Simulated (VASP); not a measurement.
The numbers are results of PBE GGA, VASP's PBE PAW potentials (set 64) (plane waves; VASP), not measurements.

VASP ran on this input.

**POSCAR**
```
Al
1
    0.0000000000     2.0250000000     2.0250000000
    2.0250000000     0.0000000000     2.0250000000
    2.0250000000     2.0250000000     0.0000000000
Al
1
Direct
  0.0000000000   0.0000000000   0.0000000000
```

KPOINTS:
```
Automatic mesh
0
Gamma
5 5 5
0 0 0
```

INCAR:
```
# general
SYSTEM=Al
PREC  =Accurate
ENCUT =300
LREAL =.FALSE.
LASPH =.TRUE.

# electronic loop
EDIFF =1E-6
NELM  =100   # most electronic steps
ALGO  =Normal

# smearing
ISMEAR=-1   # Fermi-Dirac
SIGMA =0.05   # width (eV)

# functional
GGA   =PE

# ions
ISIF  =2   # forces and stress, cell fixed

# output
LWAVE =.FALSE.
LCHARG=.FALSE.
```

POTCAR, in this order: Al (PBE.64 set). Program: vasp_std.

What VASP printed:

File OSZICAR:
```
       N       E                     dE             d eps       ncg     rms          rms(c)
DAV:   1    -0.281574505534E+01   -0.28157E+01   -0.76687E+02   130   0.208E+02
DAV:   2    -0.370463717449E+01   -0.88889E+00   -0.82926E+00   140   0.212E+01
DAV:   3    -0.370935072090E+01   -0.47135E-02   -0.47134E-02   140   0.169E+00
DAV:   4    -0.370935938624E+01   -0.86653E-05   -0.86641E-05   130   0.754E-02
DAV:   5    -0.370935944065E+01   -0.54405E-07   -0.55449E-07   140   0.578E-03    0.131E+00
DAV:   6    -0.369733319660E+01    0.12026E-01   -0.14134E-03   115   0.263E-01    0.757E-01
DAV:   7    -0.368852835129E+01    0.88048E-02   -0.43195E-03   125   0.430E-01    0.151E-01
DAV:   8    -0.368852458407E+01    0.37672E-05   -0.22379E-05   110   0.483E-02    0.156E-02
DAV:   9    -0.368852304983E+01    0.15342E-05   -0.88959E-07   115   0.662E-03    0.881E-04
DAV:  10    -0.368852276364E+01    0.28618E-06   -0.78634E-09    50   0.851E-04
   1 F= -.36885228E+01 E0= -.36827794E+01  d E =-.114866E-01
```

File OUTCAR:
```
------------------------ aborting loop because EDIFF is reached ----------------------------------------
  FORCE on cell =-STRESS in cart. coord.  units (eV):
  Direction    XX          YY          ZZ          XY          YZ          ZX
  --------------------------------------------------------------------------------------
  Total        0.1315138      0.1315138      0.1315138      0.0000000      0.0000000     -0.0000000
  in kB       12.6875262     12.6875262     12.6875262      0.0000000      0.0000000     -0.0000000
  external PRESSURE =      12.6875262 kB  Pullay stress =       0.0000000 kB
  volume of cell :       16.61
      direct lattice vectors                 reciprocal lattice vectors
     0.000000000  2.025000000  2.025000000    -0.246913580  0.246913580  0.246913580
     2.025000000  0.000000000  2.025000000     0.246913580 -0.246913580  0.246913580
     2.025000000  2.025000000  0.000000000     0.246913580  0.246913580 -0.246913580
 POSITION                                       TOTAL-FORCE (eV/Angst)
 -----------------------------------------------------------------------------------
      0.00000      0.00000      0.00000        -0.000000      0.000000      0.000000
 -----------------------------------------------------------------------------------
    total drift:                                0.000000      0.000000      0.000000
  FREE ENERGIE OF THE ION-ELECTRON SYSTEM (eV)
  ---------------------------------------------------
  free  energy   TOTEN  =        -3.6885227636 eV

  energy  without entropy=       -3.6770361176  energy(sigma->0) =       -3.68277944
```
(Selected blocks of OUTCAR.)

The structure is a typed Al crystal (Fm-3m). The cell was not relaxed at this level. The k-mesh is coarse (spacing up to 0.54 per Å, 2π included), so the numbers may not be converged in it. The run is one of a series of settings (KPOINTS 5×5×5 Γ-centred mesh against the base run), some of them coarse on purpose.
